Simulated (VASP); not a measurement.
Computed with LDA (Ceperley-Alder, Perdew-Zunger), VASP's LDA PAW potentials (set 64) (plane waves; VASP).

Input for VASP

### INCAR
```
SYSTEM = NaCl
PREC = Accurate
ENCUT = 500
EDIFF = 1E-6
NELM = 100
ALGO = Normal
LREAL = .FALSE.
LASPH = .TRUE.
ISMEAR = 0
SIGMA = 0.05
LWAVE = .FALSE.
LCHARG = .FALSE.
IBRION = 2
ISIF = 3
NSW = 40
EDIFFG = -0.02
PSTRESS = 50
```

File POSCAR:
```
NaCl
1
    0.0000000000     2.7288016783     2.7288016783
    2.7288016783     0.0000000000     2.7288016783
    2.7288016783     2.7288016783     0.0000000000
Na Cl
1 1
Direct
  0.0000000000   0.0000000000   0.0000000000
  0.5000000000   0.5000000000   0.5000000000
```

File KPOINTS:
```
Automatic mesh
0
Gamma
8 8 8
0 0 0
```

POTCAR, in this order: Na_pv Cl (LDA.64 set). Program: vasp_std.

Energy and stress use the plane-wave basis of the starting cell.

Q: Estimate the energy per atom (σ→0), volume per atom, band gap (on the k-mesh).

A: 
| Property | Value |
|---|---|
| energy per atom (σ→0) | -3.663 eV/atom |
| band gap (on the k-mesh) | 5.64 eV |
| volume per atom | 18.12 Å^3/atom |

File OSZICAR:
```
...
   3 F= -.61939393E+01 E0= -.61939393E+01  d E =-.732685E-01
       N       E                     dE             d eps       ncg     rms          rms(c)
DAV:   1    -0.732746914375E+01   -0.82974E-02   -0.49460E-02   704   0.358E+00    0.299E-01
DAV:   2    -0.732566679860E+01    0.18023E-02   -0.28779E-03   692   0.590E-01    0.122E-01
DAV:   3    -0.732531107809E+01    0.35572E-03   -0.73030E-04   722   0.317E-01    0.589E-02
DAV:   4    -0.732526767083E+01    0.43407E-04   -0.25696E-05   932   0.674E-02    0.448E-03
DAV:   5    -0.732526687093E+01    0.79990E-06   -0.29689E-06   659   0.157E-02
   4 F= -.61941831E+01 E0= -.61941831E+01  d E =-.735123E-01
```

The compound is NaCl in the rock salt structure. This run relaxes it under an external pressure of 5 GPa. Symmetry was kept, so distortions that lower it aren't found.
